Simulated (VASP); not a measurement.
Computed with revPBE GGA, VASP's PBE PAW potentials (set 64) (plane waves; VASP).

Input for VASP

INCAR:
```
SYSTEM  =  PbO
PREC  =  Accurate; ENCUT  =  520; LREAL  =  F
LASPH  =  T
EDIFF  =  1E-6; NELM  =  100; ALGO  =  Normal
LMAXMIX  =  4
ISMEAR  =  0; SIGMA  =  0.05
GGA  =  RE
ISIF  =  2
LWAVE  =  F; LCHARG  =  F
```

### POSCAR
```
PbO
1.0
  3.9800000000   0.0000000000   0.0000000000
  0.0000000000   3.9800000000   0.0000000000
  0.0000000000   0.0000000000   5.0200000000
Pb O
2 2
Cartesian
  1.9900000000   0.0000000000   3.8403000000
  0.0000000000   1.9900000000   1.1797000000
  1.9900000000   1.9900000000   0.0000000000
  0.0000000000   0.0000000000   0.0000000000
```

**KPOINTS**
```
Automatic mesh
0
Gamma
5 5 4
0 0 0
```

POTCAR, in this order: Pb_d O (PBE.64 set). Program: vasp_std.

The resulting files:

**OSZICAR**
```
       N       E                     dE             d eps       ncg     rms          rms(c)
DAV:   1     0.453204847472E+03    0.45320E+03   -0.20301E+04   864   0.199E+03
DAV:   2     0.354472687275E+02   -0.41776E+03   -0.41121E+03   912   0.494E+02
DAV:   3    -0.227011512160E+02   -0.58148E+02   -0.57060E+02  1184   0.196E+02
DAV:   4    -0.246408276194E+02   -0.19397E+01   -0.19377E+01   976   0.404E+01
DAV:   5    -0.247016456175E+02   -0.60818E-01   -0.60806E-01  1224   0.676E+00    0.124E+01
DAV:   6    -0.201952109247E+02    0.45064E+01   -0.34936E+01  1392   0.459E+01    0.518E+00
DAV:   7    -0.200821339663E+02    0.11308E+00   -0.30534E+00  1096   0.134E+01    0.258E+00
DAV:   8    -0.201178388851E+02   -0.35705E-01   -0.92411E-01  1328   0.731E+00    0.146E+00
DAV:   9    -0.200759659432E+02    0.41873E-01   -0.26751E-01  1360   0.435E+00    0.259E-01
DAV:  10    -0.200790180776E+02   -0.30521E-02   -0.20478E-02  1096   0.986E-01    0.116E-01
DAV:  11    -0.200790868834E+02   -0.68806E-04   -0.44497E-03  1360   0.562E-01    0.579E-02
DAV:  12    -0.200791259503E+02   -0.39067E-04   -0.40799E-04   976   0.159E-01    0.537E-02
DAV:  13    -0.200791141445E+02    0.11806E-04   -0.55342E-04  1416   0.222E-01    0.252E-02
DAV:  14    -0.200791023324E+02    0.11812E-04   -0.12550E-04  1376   0.114E-01    0.363E-03
DAV:  15    -0.200791027981E+02   -0.46568E-06   -0.61336E-06   880   0.226E-02
   1 F= -.20079103E+02 E0= -.20079103E+02  d E =-.139059E-14
```

### OUTCAR
```
------------------------ aborting loop because EDIFF is reached ----------------------------------------
  FORCE on cell =-STRESS in cart. coord.  units (eV):
  Direction    XX          YY          ZZ          XY          YZ          ZX
  --------------------------------------------------------------------------------------
  Total        3.4987004      3.4987004      2.8977248      0.0000000      0.0000000      0.0000000
  in kB       70.4932405     70.4932405     58.3845392      0.0000000      0.0000000      0.0000000
  external PRESSURE =      66.4570067 kB  Pullay stress =       0.0000000 kB
  volume of cell :       79.52
      direct lattice vectors                 reciprocal lattice vectors
     3.980000000  0.000000000  0.000000000     0.251256281  0.000000000  0.000000000
     0.000000000  3.980000000  0.000000000     0.000000000  0.251256281  0.000000000
     0.000000000  0.000000000  5.020000000     0.000000000  0.000000000  0.199203187
 POSITION                                       TOTAL-FORCE (eV/Angst)
 -----------------------------------------------------------------------------------
      1.99000      0.00000      3.84030         0.000000      0.000000     -0.599378
      0.00000      1.99000      1.17970         0.000000      0.000000      0.599378
      1.99000      1.99000      0.00000        -0.000000      0.000000      0.000000
      0.00000      0.00000      0.00000         0.000000     -0.000000      0.000000
 -----------------------------------------------------------------------------------
    total drift:                                0.000000      0.000000      0.000000
  FREE ENERGIE OF THE ION-ELECTRON SYSTEM (eV)
  ---------------------------------------------------
  free  energy   TOTEN  =       -20.0791027981 eV

  energy  without entropy=      -20.0791027981  energy(sigma->0) =      -20.07910280
```
(Selected blocks of OUTCAR.)

The compound is PbO in the litharge structure. The cell was not relaxed at this level. The run is one of a series of settings (GGA = RE against the base run), some of them coarse on purpose.
